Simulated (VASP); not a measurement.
# Be3Te2Se (Imm2) in VASP: notebook, part 2 of 2

VASP 6.6.1.

### Step 4. Single point, r2SCAN

Contents of INCAR:

```
PREC = Accurate ; ENCUT = 520
EDIFF = 1E-6 ; ISMEAR = 0
SIGMA = 0.03 ; LREAL = False
LASPH = True ; NELM = 150
ALGO = Normal ; ISIF = 2
LWAVE = False ; LCHARG = False
METAGGA = R2SCAN ; LMIXTAU = True
KPAR = 8
```

Contents of KPOINTS:

```
Automatic mesh
0
Gamma
  8 8 8
```

Contents of POSCAR:

```
Be3Te2Se                                
1.0
   -1.9494803699      5.8446071612      2.7503055124
    1.9494803699     -5.8446071612      2.7503055124
    1.9494803699      5.8446071612     -2.7503055124
  Be              Te              Se            
     3     2     1
Direct
     0.6062969983335752    0.7630464219998525    0.8432505763337228
     0.9197958456661227    0.7630464219998525    0.1567494236662773
     0.2245809489549125    0.7245809489549125    0.5000000000000000
     0.6644622286407987    0.9995194548062731    0.6649427738345326
     0.3345766709717469    0.9995194548062731    0.3350572261654674
     0.0000142874328424    0.0000142874328424    0.0000000000000000
```

Potentials or basis: VASP PAW PBE potentials, release 64 (Be, Te, Se).

Command:

```bash
> cat potpaw_PBE.64/Be/POTCAR potpaw_PBE.64/Te/POTCAR potpaw_PBE.64/Se/POTCAR > POTCAR
> mpirun -np 8 vasp_std > vasp.out
```

OUTCAR:

```text
PREC = Accurate
   ENCUT = 520
   EDIFF = 1E-6
   ISMEAR = 0
   LREAL = False
   LASPH = True
   NELM = 150
   ISIF = 2
   METAGGA = R2SCAN

 ion  position               nearest neighbor table
   1  0.606  0.763  0.843-   6 2.25   5 2.43   5 2.43   4 2.46
   2  0.920  0.763  0.157-   6 2.25   4 2.43   4 2.43   5 2.46
   3  0.225  0.725  0.500-   6 2.31   6 2.31   4 2.45   5 2.45
   4  0.664  1.000  0.665-   2 2.43   2 2.43   3 2.45   1 2.46
   5  0.335  1.000  0.335-   1 2.43   1 2.43   3 2.45   2 2.46
   6  0.000  0.000  0.000-   2 2.25   1 2.25   3 2.31   3 2.31

  LATTYP: Found a body centered orthorhombic cell.
 ALAT       =     3.8989607398
 B/A-ratio  =     1.4107890261
 C/A-ratio  =     2.9980333485

  Lattice vectors:

 A1 = (   1.9494803699,  -5.8446071612,  -2.7503055124)
 A2 = (  -1.9494803699,  -5.8446071612,   2.7503055124)
 A3 = (  -1.9494803699,   5.8446071612,  -2.7503055124)

Analysis of symmetry for initial positions (statically):
=====================================================================
 Subroutine PRICEL returns:
 Original cell was already a primitive cell.

 Routine SETGRP: Setting up the symmetry group for a
[... 186 lines left out ...]
      1      -9.5157      2.00000
      2      -7.4533      2.00000
      3      -6.3258      2.00000
      4      -0.5525      2.00000
      5      -0.5015      2.00000
      6       0.1663      2.00000
[... 433 lines left out ...]
      3      -6.4832      2.00000
      4      -1.1921      2.00000
      5      -0.6008      2.00000
      6      -0.3915      2.00000
[... 8 lines left out ...]
     15       9.2045      0.00000
     16       9.4590      0.00000

 [... further k-points ...]

------------------------ aborting loop because EDIFF is reached ----------------------------------------

  FORCE on cell =-STRESS in cart. coord.  units (eV):
  Direction    XX          YY          ZZ          XY          YZ          ZX
  --------------------------------------------------------------------------------------
  -------------------------------------------------------------------------------------
  Total       -0.2124730     -0.2340318     -0.2416528      0.0000000      0.0000000      0.0000000
  in kB       -2.7158092     -2.9913711     -3.0887828      0.0000000      0.0000000      0.0000000
  external PRESSURE =      -2.9319877 kB  Pullay stress =       0.0000000 kB

 VOLUME and BASIS-vectors are now :
 -----------------------------------------------------------------------------
  energy-cutoff  :      520.00
  volume of cell :      125.35
      direct lattice vectors                 reciprocal lattice vectors
    -1.949480370  5.844607161  2.750305512     0.000000000  0.085548949  0.181797985
     1.949480370 -5.844607161  2.750305512     0.256478602  0.000000000  0.181797985
     1.949480370  5.844607161 -2.750305512     0.256478602  0.085548949  0.000000000

 POSITION                                       TOTAL-FORCE (eV/Angst)
 -----------------------------------------------------------------------------------
      1.94948      4.01233      1.44692         0.000000      0.021242      0.006896
      0.00000      1.83228      4.19722        -0.000000     -0.021242      0.006896
      1.94948      0.00000      1.23533         0.000000      0.000000     -0.002650
      1.94948      1.92805      2.74766        -0.000000     -0.005425     -0.002094
      1.94948     -1.92805      2.74766        -0.000000      0.005425     -0.002094
      0.00000      0.00000      0.00008         0.000000      0.000000     -0.006952
 -----------------------------------------------------------------------------------
    total drift:                               -0.000006      0.000016      0.000021

  FREE ENERGIE OF THE ION-ELECTRON SYSTEM (eV)
  ---------------------------------------------------
  free  energy   TOTEN  =       -81.7409976872 eV

  energy  without entropy=      -81.7409976872  energy(sigma->0) =      -81.74099769
```

stdout:

```text
POSCAR found type information on POSCAR BeTeSe
 POSCAR found :  3 types and       6 ions
 scaLAPACK will be used
 -----------------------------------------------------------------------------
|                                                                             |
|           W    W    AA    RRRRR   N    N  II  N    N   GGGG   !!!           |
|           W    W   A  A   R    R  NN   N  II  NN   N  G    G  !!!           |
[... 21 lines left out ...]
 -----------------------------------------------------------------------------

 LDA part: xc-table for (None), standard interpolation
 POSCAR, INCAR and KPOINTS ok, starting setup
 FFT: planning ... GRIDC
 FFT: planning ... GRID_SOFT
 FFT: planning ... GRID
 WAVECAR not read
 entering main loop
```

It took 2.8 min on 8 MPI ranks of Intel Xeon Platinum 8559C (Emerald Rapids), shared host; peak memory 0.54 GiB.

Results:

```yaml
Free_energy: -81.7410 eV
Pressure: -0.3 GPa
Largest_force: 0.022 eV/Å
Band_gap_on_the_k_mesh: 2.32 eV, indirect (least direct gap 2.46 eV)
```

Forces on the atoms (eV/Å):
```
Be   0.000  0.021  0.007
Be   0.000 -0.021  0.007
Be   0.000  0.000 -0.003
Te   0.000 -0.005 -0.002
Te   0.000  0.005 -0.002
Se   0.000  0.000 -0.007
```

Levels at points of the mesh, in eV from the valence-band top:
| k point | band 10 | band 11 | band 12 | band 13 | band 14 | band 15 |
| --- | --- | --- | --- | --- | --- | --- |
| (0.00, 0.00, 0.00) | -0.23 | -0.23 | 0.00 | 3.18 | 3.78 | 4.33 |
| (0.50, 0.00, 0.00) | -1.29 | -1.23 | -0.92 | 3.36 | 3.89 | 4.10 |
| (0.00, 0.50, 0.00) | -2.36 | -1.29 | -1.26 | 3.65 | 4.87 | 5.18 |
| (0.50, 0.50, 0.00) | -2.68 | -2.35 | -1.80 | 2.40 | 3.29 | 4.40 |
| (0.50, 0.50, 0.50) | -1.82 | -1.01 | -0.14 | 2.32 | 3.28 | 4.46 |

Caveat: the PAW data sets were made with another functional, which shifts forces and pressure a little; spin-orbit coupling is left out, which moves the levels of the heavy elements. r2SCAN opens gaps a little over a GGA but as a rule still falls short of measured ones.
